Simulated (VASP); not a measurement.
```xyz
2
Lattice="0.0000 2.1200 2.1200 2.1200 0.0000 2.1200 2.1200 2.1200 0.0000" Properties=species:S:1:pos:R:3 pbc="T T T"
Ti     0.1200     0.0500     0.0000
N      2.1200     2.1200     2.1200
```

Calculation: PBE GGA, VASP's PBE PAW potentials (set 64) (plane waves; VASP). Settings: 520 eV cut-off, 11×11×11 Γ-centred mesh, first-order Methfessel-Paxton smearing of 0.10 eV, potentials Ti_sv N.

Question: The ions are relaxed. What does this cell relax into?

Answer: 
```xyz
2
Lattice="0.0000 2.1200 2.1200 2.1200 0.0000 2.1200 2.1200 2.1200 0.0000" Properties=species:S:1:pos:R:3 pbc="T T T"
Ti     0.0598     2.1451     2.1200
N      2.1802     2.1449     2.1200
```
Space group Fm-3m (225), at a tolerance of 0.03 Å.

Question: How much energy does the relaxation gain?

Answer: The energy (σ→0) changes by -42.8 meV/atom, in 3 ionic steps.

The compound is TiN in the rock salt structure. In the starting cell atoms are displaced from their ideal sites. This run relaxes the ions in a fixed cell. Symmetry was kept, so distortions that lower it aren't found. The electron count is odd and the run is not spin-polarised, which forces a metal.
